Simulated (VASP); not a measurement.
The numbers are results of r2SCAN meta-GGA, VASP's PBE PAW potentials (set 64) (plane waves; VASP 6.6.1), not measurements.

The input files of a VASP run:

**POSCAR**
```
CdSe
4.3369220
  0.5000000271  -0.8660253949   0.0000000000
  0.5000000271   0.8660253949   0.0000000000
  0.0000000000   0.0000000000   1.6293780416
Cd Se
2 2
direct
  0.6666670000   0.3333330000   0.5000101551
  0.3333330000   0.6666670000   0.0000101551
  0.6666670000   0.3333330000   0.8759898449
  0.3333330000   0.6666670000   0.3759898449
```

INCAR:
```
ENCUT = 400
LWAVE = F
LREAL = F
ISMEAR = 0   # Gaussian
CSHIFT = 0.1
SIGMA = 0.01   # width (eV)
METAGGA = R2SCAN
ALGO = Normal   # blocked Davidson
NBANDS = 66
PREC = Accurate
LMIXTAU = T
LASPH = T
LCHARG = F
LMAXMIX = 4   # l cut-off of mixed one-centre charges
LPEAD = T
NELM = 100   # most electronic steps
NEDOS = 1001
LOPTICS = T
EDIFF = 1E-7
SYSTEM = CdSe
```

### KPOINTS
```
Automatic mesh
0
Gamma
11 11 6
0 0 0
```

POTCAR, in this order: Cd Se (PBE.64 set). Program: vasp_std.

Output of the run:

OSZICAR:
```
       N       E                     dE             d eps       ncg     rms          rms(c)
DAV:   1     0.200700714130E+03    0.20070E+03   -0.12486E+04  8472   0.409E+02
DAV:   2    -0.662795270952E+02   -0.26698E+03   -0.23609E+03  9632   0.147E+02
DAV:   3    -0.815144569994E+02   -0.15235E+02   -0.15065E+02 10182   0.390E+01
DAV:   4    -0.815903106303E+02   -0.75854E-01   -0.75832E-01  9680   0.284E+00
DAV:   5    -0.815906649078E+02   -0.35428E-03   -0.35427E-03  9840   0.164E-01    0.841E+00
DAV:   6    -0.753186554953E+02    0.62720E+01   -0.29811E+00  9726   0.113E+01    0.988E+00
DAV:   7    -0.734412079498E+02    0.18774E+01   -0.36928E-01  8928   0.228E+00    0.722E+00
DAV:   8    -0.728401284090E+02    0.60108E+00   -0.32480E-01  8550   0.216E+00    0.564E-01
DAV:   9    -0.713808910304E+02    0.14592E+01   -0.35919E-01  8498   0.210E+00    0.679E-01
DAV:  10    -0.715013511421E+02   -0.12046E+00   -0.34424E-02  8520   0.608E-01    0.678E-01
DAV:  11    -0.714424685138E+02    0.58883E-01   -0.25148E-03  9320   0.171E-01    0.799E-01
DAV:  12    -0.718259130265E+02   -0.38344E+00   -0.11549E-01  8500   0.117E+00    0.279E-01
DAV:  13    -0.718230691708E+02    0.28439E-02   -0.12296E-02  9704   0.336E-01    0.291E-01
DAV:  14    -0.718238136432E+02   -0.74447E-03   -0.37478E-03  8716   0.178E-01    0.538E-02
DAV:  15    -0.718254996803E+02   -0.16860E-02   -0.99039E-04  8638   0.106E-01    0.612E-02
DAV:  16    -0.718208098726E+02    0.46898E-02   -0.20191E-03  8606   0.161E-01    0.441E-02
DAV:  17    -0.718229108779E+02   -0.21010E-02   -0.38245E-04  8678   0.694E-02    0.356E-02
DAV:  18    -0.718258363890E+02   -0.29255E-02   -0.53154E-04  8564   0.748E-02    0.327E-02
DAV:  19    -0.718263955527E+02   -0.55916E-03   -0.13626E-04  9232   0.387E-02    0.189E-02
DAV:  20    -0.718264291448E+02   -0.33592E-04   -0.45496E-06  9730   0.681E-03    0.163E-02
DAV:  21    -0.718264799607E+02   -0.50816E-04   -0.26405E-05  8666   0.173E-02    0.990E-03
DAV:  22    -0.718264815073E+02   -0.15466E-05   -0.33223E-06  9296   0.626E-03    0.530E-03
DAV:  23    -0.718264884484E+02   -0.69411E-05   -0.12376E-06  8712   0.425E-03    0.416E-03
DAV:  24    -0.718264886768E+02   -0.22839E-06   -0.23138E-07  9704   0.147E-03    0.235E-03
DAV:  25    -0.718264885898E+02    0.86950E-07   -0.11026E-07  8326   0.115E-03
   1 F= -.71826489E+02 E0= -.71826489E+02  d E =-.722820E-32
 imaginary and real dielectric function
```

OUTCAR:
```
------------------------ aborting loop because EDIFF is reached ----------------------------------------
  FORCE on cell =-STRESS in cart. coord.  units (eV):
  Direction    XX          YY          ZZ          XY          YZ          ZX
  --------------------------------------------------------------------------------------
  Total       -0.0064666     -0.0064666      0.0504802      0.0000000     -0.0000000      0.0000000
  in kB       -0.0900090     -0.0900090      0.7026428      0.0000000     -0.0000000      0.0000000
  external PRESSURE =       0.1742082 kB  Pullay stress =       0.0000000 kB
  volume of cell :      115.11
      direct lattice vectors                 reciprocal lattice vectors
     2.168461118 -3.755884588  0.000000000     0.230578264 -0.133124431  0.000000000
     2.168461118  3.755884588  0.000000000     0.230578264  0.133124431  0.000000000
     0.000000000  0.000000000  7.066485475     0.000000000  0.000000000  0.141513062
  FREE ENERGIE OF THE ION-ELECTRON SYSTEM (eV)
  ---------------------------------------------------
  free  energy   TOTEN  =       -71.8264885898 eV

  energy  without entropy=      -71.8264885898  energy(sigma->0) =      -71.82648859

 plasma frequency squared (from intraband transitions) (eV^2)
  --------------------------------------------------------------------------------------
       0.000       0.000       0.000
       0.000       0.000       0.000
       0.000       0.000       0.000

 plasma frequency squared (from interband transitions, int dw w eps(2)(w)) (eV^2)
  --------------------------------------------------------------------------------------
     289.847       0.000      -0.000       0.000      -0.000       0.000
      -0.000      -0.000     289.847       0.000       0.000       0.000
      -0.000      -0.000       0.000      -0.000     289.725       0.000
```
(Selected blocks of OUTCAR.)

The dielectric response may not be converged in the k-mesh; for small gaps it tends to come out too large.

The compound is CdSe in the wurtzite structure. It was relaxed first.
